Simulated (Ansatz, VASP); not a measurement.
# Mo2H2NO2 (Mo2N(OH)2 MXene monolayer) in two plane-wave programs, part 2 of 2

Aim: how closely do two programs agree when they are given the same cell, functional and k mesh? The structure shown is the start of the Ansatz relaxation below; VASP solves that cell, so the two are compared at the walk's first step.

VASP 6.6.1 and Ansatz 0.2.0.

So far: Starting point; Ansatz: relaxation, PBE with D3(BJ).

### Step 3. VASP: single point, PBE with D3(BJ), start cell

Level of this step: PBE with D3(BJ), zero-moment start; plane waves and PAW (H, O, Mo_sv, N) (VASP).

The same cell, functional, mesh and smearing now go to VASP, with its own data sets.

Lines of VASP's logs that name or quote its potential files are left out, and so is its time.

Input file INCAR:

```
SYSTEM = Mo2H2NO2
PREC = Accurate
ENCUT = 520
EDIFF = 1E-06
NELM = 200
ISMEAR = -1
SIGMA = 0.05
LREAL = .FALSE.
ALGO = Normal
GGA = PE
IVDW = 12
NBANDS = 34
ISPIN = 2
MAGMOM = 0 0 0 0 -0 -0 0
LASPH = .TRUE.
LMAXMIX = 4
LORBIT = 11
LWAVE = .FALSE.
LCHARG = .FALSE.
ISIF = 2
LDIPOL = .TRUE.
IDIPOL = 3
DIPOL = 0.5 0.5 0.5
LVHAR = .TRUE.
GGA_COMPAT = .FALSE.
NELMDL = -8
KPAR = 2
```

Input file POSCAR:

```
Mo2H2NO2
1.0
    2.9532360000      0.0000000000      0.0000000000
   -1.4766180000      2.5575770000      0.0000000000
    0.0000000000      0.0000000000     44.1523190000
H O Mo N
2 2 2 1
Direct
    0.3333333333      0.6666666667      0.4257986993
    0.6666666667      0.3333333333      0.5742013007
    0.3333333333      0.6666666667      0.4479945889
    0.6666666667      0.3333333333      0.5520054111
    0.6666666667      0.3333333333      0.4736079887
    0.3333333333      0.6666666667      0.5263920113
    0.0000000000      0.0000000000      0.5000000000
```

Input file KPOINTS:

```
Automatic mesh
0
Gamma
12 12 1
0 0 0
```

Potentials, in the order of the species: H, O, Mo_sv and N (PBE family, release 64).

On the command line:

```
$ mpirun -np 2 vasp_std
```

Numbers of over 12 decimals in the logs are rounded to 6 here.

What it wrote:

```text
[banner, memory and clock lines left out]
running    2 mpi-ranks, on    1 nodes
 distrk:  each k-point on    1 cores,    2 groups
 distr:  one band on    1 cores,    1 groups

 POSCAR found type information on POSCAR H O MoN
 POSCAR found :  4 types and       7 ions
 LDA part: xc-table for (Slater+PW92), standard interpolation
 POSCAR, INCAR and KPOINTS ok, starting setup
 FFT: planning ... GRIDC
 FFT: planning ... GRID_SOFT
 FFT: planning ... GRID
 WAVECAR not read
 entering main loop
       N       E                     dE             d eps       ncg     rms          rms(c)
DAV:   1     0.413087859866E+03    0.41309E+03   -0.24902E+04  3408   0.109E+03
DAV:   2    -0.188897835626E+02   -0.43198E+03   -0.41280E+03  3402   0.303E+02
DAV:   3    -0.558390369590E+02   -0.36949E+02   -0.35367E+02  3254   0.839E+01
DAV:   4    -0.569012856886E+02   -0.10622E+01   -0.10426E+01  3466   0.144E+01
DAV:   5    -0.569193478660E+02   -0.18062E-01   -0.17983E-01  3282   0.167E+00
DAV:   6    -0.569197992695E+02   -0.45140E-03   -0.45068E-03  3310   0.235E-01
DAV:   7    -0.569198101756E+02   -0.10906E-04   -0.10895E-04  3342   0.312E-02
DAV:   8    -0.569198106263E+02   -0.45070E-06   -0.45014E-06  2654   0.483E-03    0.560E+01
DAV:   9    -0.495523206710E+02    0.73675E+01   -0.30812E+01  3098   0.348E+01    0.209E+01
DAV:  10    -0.494732701135E+02    0.79051E-01   -0.60296E+00  3402   0.130E+01    0.131E+01
DAV:  11    -0.494163427767E+02    0.56927E-01   -0.40384E+00  3182   0.901E+00    0.211E+00
DAV:  12    -0.491821414228E+02    0.23420E+00   -0.83968E-01  3252   0.493E+00    0.568E-01
DAV:  13    -0.491879845166E+02   -0.58431E-02   -0.66017E-02  3080   0.102E+00    0.302E-01
DAV:  14    -0.491874045560E+02    0.57996E-03   -0.38446E-03  3228   0.343E-01    0.113E-01
[...]
DAV:  20    -0.491877811427E+02   -0.83200E-04   -0.41207E-05  2862   0.112E-02    0.393E-03
DAV:  21    -0.491878307194E+02   -0.49577E-04   -0.18317E-05  2552   0.820E-03    0.201E-03
DAV:  22    -0.491878434972E+02   -0.12778E-04   -0.24389E-06  2302   0.523E-03    0.108E-03
DAV:  23    -0.491878527191E+02   -0.92219E-05   -0.91056E-07  2072   0.358E-03    0.692E-04
DAV:  24    -0.491878566210E+02   -0.39019E-05   -0.50167E-07  2012   0.287E-03    0.543E-04
DAV:  25    -0.491878610101E+02   -0.43891E-05   -0.78094E-07  1954   0.266E-03    0.323E-04
DAV:  26    -0.491878635085E+02   -0.24984E-05   -0.83792E-07  1950   0.251E-03    0.212E-04
DAV:  27    -0.491878643329E+02   -0.82435E-06   -0.28541E-07  1974   0.150E-03
   1 F= -.50699807E+02 E0= -.50683968E+02  d E =-.316768E-01  mag=     0.0001
```

From OUTCAR (step 3):

```text
ion  position               nearest neighbor table
   1  0.333  0.667  0.426-   3 0.98
   2  0.667  0.333  0.574-   4 0.98
   3  0.333  0.667  0.448-   1 0.98   5 2.05   5 2.05   5 2.05
   4  0.667  0.333  0.552-   2 0.98   6 2.05   6 2.05   6 2.05
   5  0.667  0.333  0.474-   3 2.05   3 2.05   3 2.05   7 2.07   7 2.07   7 2.07   6 2.89   6 2.89
                             6 2.89
   6  0.333  0.667  0.526-   4 2.05   4 2.05   4 2.05   7 2.07   7 2.07   7 2.07   5 2.89   5 2.89
                             5 2.89
   7  0.000  0.000  0.500-   6 2.07   5 2.07   6 2.07   5 2.07   5 2.07   6 2.07

  LATTYP: Found a hexagonal cell.
 ALAT       =     2.9532360000
 C/A-ratio  =    14.9504878716

 Subroutine GETGRP returns: Found 12 space group operations
 (whereof 12 operations were pure point group operations)

The static configuration has the point symmetry D_3d.

 Found     19 irreducible k-points:

   k-points           NKPTS =     19   k-points in BZ     NKDIM =     19   number of bands    NBANDS=     34

   dimension x,y,z NGX =    24 NGY =   24 NGZ =  336
   dimension x,y,z NGXF=    48 NGYF=   48 NGZF=  672

   ENCUT  =  520.0 eV  38.22 Ry    6.18 a.u.   5.49  5.49 82.09*2*pi/ulx,y,z

   NELECT =      47.0000    total number of electrons

 k-points in reciprocal lattice and weights: Automatic mesh
   0.00000000  0.00000000  0.00000000       0.007
   0.08333333  0.00000000  0.00000000       0.042
   0.16666667  0.00000000  0.00000000       0.042
   0.25000000  0.00000000  0.00000000       0.042
   0.33333333  0.00000000  0.00000000       0.042
   0.41666667 -0.00000000  0.00000000       0.042
   0.50000000  0.00000000  0.00000000       0.021
   0.08333333  0.08333333  0.00000000       0.042
   0.16666667  0.08333333  0.00000000       0.083
[...]
0.33333333  0.25000000  0.00000000       0.083
   0.33333333  0.33333333  0.00000000       0.014

 dipolmoment           0.000000      0.000000      0.000000 electrons x Angstroem

 average (electrostatic) potential at core
       1 -43.2419       2 -43.2419       3 -80.0753       4 -80.0753       5 -83.4644
       6 -83.4644       7 -71.6035

 E-fermi :  -0.5277

 spin component 1
 k-point     1 :       0.0000    0.0000    0.0000
  band No.  band energies     occupation
    ...
     24      -0.8843      0.99920
     25      -0.8681      0.99890
     26      -0.8681      0.99890
     27      -0.8677      0.99889
     28      -0.6410      0.90602
     29       0.3043      0.00000
     30       0.3043      0.00000
     31       2.0330      0.00000
     32       2.1283      0.00000
     33       2.4685      0.00000
    ...

 k-point     2 :       0.0833    0.0000    0.0000
  band No.  band energies     occupation
    ...
     23      -2.7783      1.00000
     24      -0.9767      0.99987
     25      -0.9004      0.99942
     26      -0.7475      0.98782
     27      -0.6715      0.94658
     28      -0.4745      0.25639
     29       0.3729      0.00000
     30       0.5300      0.00000
     31       2.2116      0.00000
     32       2.3194      0.00000
    ...

 k-point     3 :       0.1667    0.0000    0.0000
  band No.  band energies     occupation
    ...
     21      -3.8363      1.00000
     22      -2.3831      1.00000
     23      -2.2488      1.00000
     24      -1.0790      0.99998
     25      -0.8155      0.99684
     26      -0.3815      0.05089
     27      -0.2223      0.00222
     28      -0.0482      0.00007
     29       0.5516      0.00000
     30       1.1433      0.00000
    ...

 k-point     4 :       0.2500    0.0000    0.0000
  band No.  band energies     occupation
    ...
     20      -6.6348      1.00000
     21      -4.4784      1.00000
     22      -1.7458      1.00000
     23      -1.6002      1.00000
     24      -1.1461      1.00000
     25      -0.3890      0.05867
     26       0.1127      0.00000
     27       0.3757      0.00000
     28       0.5081      0.00000
     29       0.8243      0.00000
    ...

 k-point     5 :       0.3333    0.0000    0.0000
  band No.  band energies     occupation
    ...
     20      -6.6070      1.00000
     21      -5.0094      1.00000
     22      -1.3742      1.00000
     23      -0.8695      0.99892
     24      -0.8203      0.99713
     25       0.2222      0.00000
     26       0.5072      0.00000
     27       1.1165      0.00000
     28       1.1935      0.00000
     29       1.2280      0.00000
    ...

 k-point     6 :       0.4167   -0.0000    0.0000
  band No.  band energies     occupation
    ...
     18      -8.0436      1.00000
     19      -7.2959      1.00000
     20      -6.4755      1.00000
     21      -5.3620      1.00000
     22      -1.4490      1.00000
     23      -0.2083      0.00168
     24       0.0029      0.00002
     25       0.6970      0.00000
     26       0.7477      0.00000
     27       1.5054      0.00000
    ...

 Edisp (eV)   -1.51194

  Total      10.33459    10.33458    18.43646     0.00000    -0.00000     0.00000
  in kB      49.65046    49.65045    88.57429     0.00000    -0.00000     0.00000
  external pressure =       62.63 kB  Pullay stress =        0.00 kB

  energy-cutoff  :      520.00
  volume of cell :      333.49
      direct lattice vectors                 reciprocal lattice vectors
     2.953236000  0.000000000  0.000000000     0.338611611  0.195497535  0.000000000
    -1.476618000  2.557577000  0.000000000     0.000000000  0.390995071  0.000000000
     0.000000000  0.000000000 44.152319000     0.000000000  0.000000000  0.022648867

 POSITION                                       TOTAL-FORCE (eV/Angst)
 -----------------------------------------------------------------------------------
     -0.00000      1.70505     18.80000         0.000000     -0.000000     -0.841457
      1.47662      0.85253     25.35232        -0.000000     -0.000000      0.841457
     -0.00000      1.70505     19.78000        -0.000000     -0.000000     -3.179076
      1.47662      0.85253     24.37232         0.000000     -0.000000      3.179076
      1.47662      0.85253     20.91089         0.000000     -0.000000      0.669450
     -0.00000      1.70505     23.24143         0.000000      0.000000     -0.669450
      0.00000      0.00000     22.07616         0.000000     -0.000000      0.000000
 -----------------------------------------------------------------------------------
    total drift:                                0.000000      0.000000      0.000000

  FREE ENERGIE OF THE ION-ELECTRON SYSTEM (eV)
  ---------------------------------------------------
  free  energy   TOTEN  =       -50.6998067410 eV

  energy  without entropy=      -50.6681299346  energy(sigma->0) =      -50.68396834

 vacuum level on the upper side and lower side of the slab         2.502         2.502

 total charge
# of ion       s       p       d       tot
------------------------------------------
    1        0.604   0.120   0.000   0.724
    2        0.604   0.120   0.000   0.724
    3        1.561   3.631   0.000   5.192
    4        1.561   3.631   0.000   5.192
    5        2.278   6.242   4.193  12.713
    6        2.278   6.242   4.193  12.713
    7        1.243   2.606   0.000   3.849
--------------------------------------------------
tot         10.129  22.592   8.386  41.107

 magnetization (x)
# of ion       s       p       d       tot
------------------------------------------
    1        0.000   0.000   0.000   0.000
    2        0.000   0.000   0.000   0.000
    3        0.000  -0.000   0.000   0.000
    4        0.000  -0.000   0.000   0.000
    5        0.000   0.000   0.000   0.000
    6        0.000   0.000   0.000   0.000
    7       -0.000   0.000   0.000   0.000
--------------------------------------------------
tot          0.000   0.000   0.000   0.000

[... 4 further parts left out ...]
```

This run allows spin, but its moments start at zero, where symmetry between the spins tends to hold them, although Mo can carry a moment. Its electron count is odd, so without a moment it is a metal by construction.

### Step 4. Comparison

Known differences besides the potentials themselves: Ansatz cuts the interaction across the vacuum, VASP repeats the sheet with a dipole correction; the cutoff is 420 eV in Ansatz and 520 eV in VASP. Total energies have different zeros and are not compared.

Forces (eV/Å; atoms numbered as in POSCAR):

| atom | Ansatz x, y, z | VASP x, y, z |
| --- | --- | --- |
| H1 | 0.000, 0.000, -0.762 | 0.000, 0.000, -0.841 |
| H2 | 0.000, 0.000, 0.762 | 0.000, 0.000, 0.841 |
| O3 | 0.000, 0.000, -3.217 | 0.000, 0.000, -3.179 |
| O4 | 0.000, 0.000, 3.217 | 0.000, 0.000, 3.179 |
| Mo5 | 0.000, 0.000, 0.686 | 0.000, 0.000, 0.669 |
| Mo6 | 0.000, 0.000, -0.686 | 0.000, 0.000, -0.669 |
| N7 | 0.000, 0.000, 0.000 | 0.000, 0.000, 0.000 |

The forces differ by 28 meV/Å r.m.s., which is 2.7 % of the r.m.s. force of 1.036 eV/Å (both taken over all components). Moments aren't recorded for both runs of this pair, so they may hold unlike magnetic states. With vacuum in the cell, a pressure given here is an average over mostly empty space and none of the material.

### Step 5. Results

```
r.m.s. force difference (single point, PBE with D3(BJ), start cell) : 2.7 % of the r.m.s. force
```

What this shows: The r.m.s. force difference is 2.7 % of the r.m.s. force (single point, PBE with D3(BJ), start cell), within the 3 % picked in this series as the mark of a large difference. 1 further run of this series is not shown here. How closely two codes agree says nothing of how well the functional describes the real material.

[Lines on the potential files, build, host, timing and source positions are cut from VASP's logs without a mark.]

[Logs are printed without paths, hosts, clocks, repeated set-up lines and the standing remarks that a program may print on its own settings, such as how far it seeks lower states.]

[Hosts, paths, dates, database ids (printed as entryN), source tags and the programs' standing remarks are cut or masked in the printed files.]
